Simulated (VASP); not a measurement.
A convergence study with VASP on Ta (bcc): one setting is varied, all else stays as given below, so the limit is that of these other settings.

```
Ta
1.0
   -1.65000     1.65000     1.65000
    1.65000    -1.65000     1.65000
    1.65000     1.65000    -1.65000
Ta
1
Cartesian
  0.00000   0.00000   0.00000
```

These are LDA (Ceperley-Alder, Perdew-Zunger), VASP's LDA PAW potentials (set 64) (plane waves; VASP 6.6.1) values and carry that method's errors. The tightest run used: 550 eV cut-off, 21×21×21 Monkhorst-Pack mesh, first-order Methfessel-Paxton smearing of 0.10 eV, potentials Ta_pv.

Task: The settings run are 1×1×1 mesh; 2×2×2 mesh; 3×3×3 mesh; 4×4×4 mesh; 5×5×5 mesh; 6×6×6 mesh; 7×7×7 mesh; 8×8×8 mesh; 9×9×9 mesh; 10×10×10 mesh; 11×11×11 mesh; 12×12×12 mesh; 13×13×13 mesh; 14×14×14 mesh; 15×15×15 mesh; 16×16×16 mesh; 17×17×17 mesh; 18×18×18 mesh; 19×19×19 mesh; 20×20×20 mesh; 21×21×21 mesh. From which on does the energy per atom stay within 0.01 eV/atom of the tightest run?

Result: From 10×10×10 mesh on: it is off by 0.0045 there and by no more than 0.01 in any finer run, while 9×9×9 mesh is off by 0.0186.
| setting | E (eV/atom) | pressure (GPa) | irreducible k-points | difference judged (eV/atom) |
|---|---|---|---|---|
| 1×1×1 mesh | -12.4015 | 106.18 | 1 | 0.4096 |
| 2×2×2 mesh | -10.3831 | 25.12 | 2 | 2.4279 |
| 3×3×3 mesh | -12.9585 | -8.10 | 4 | 0.1474 |
| 4×4×4 mesh | -12.9468 | -12.76 | 6 | 0.1357 |
| 5×5×5 mesh | -12.7224 | -5.55 | 10 | 0.0887 |
| 6×6×6 mesh | -12.8406 | -9.15 | 14 | 0.0295 |
| 7×7×7 mesh | -12.8318 | -6.49 | 20 | 0.0207 |
| 8×8×8 mesh | -12.7771 | -6.55 | 26 | 0.0340 |
| 9×9×9 mesh | -12.7925 | -8.92 | 35 | 0.0186 |
| 10×10×10 mesh | -12.8156 | -8.94 | 44 | 0.0045 |
| 11×11×11 mesh | -12.8188 | -8.30 | 56 | 0.0077 |
| 12×12×12 mesh | -12.8125 | -7.31 | 68 | 0.0014 |
| 13×13×13 mesh | -12.8056 | -7.22 | 84 | 0.0055 |
| 14×14×14 mesh | -12.8056 | -8.00 | 100 | 0.0054 |
| 15×15×15 mesh | -12.8114 | -8.19 | 120 | 0.0003 |
| 16×16×16 mesh | -12.8127 | -7.97 | 140 | 0.0016 |
| 17×17×17 mesh | -12.8117 | -7.85 | 165 | 0.0006 |
| 18×18×18 mesh | -12.8102 | -7.71 | 190 | 0.0009 |
| 19×19×19 mesh | -12.8088 | -7.87 | 220 | 0.0023 |
| 20×20×20 mesh | -12.8097 | -7.93 | 250 | 0.0014 |
| 21×21×21 mesh | -12.8111 | -8.03 | 286 | 0.0000 |

Left out are rungs that failed or repeat a setting and relaxations that didn't move; long series are thinned to 24 rows.

The compound is Ta in the bcc structure. The cell was not relaxed at this level.
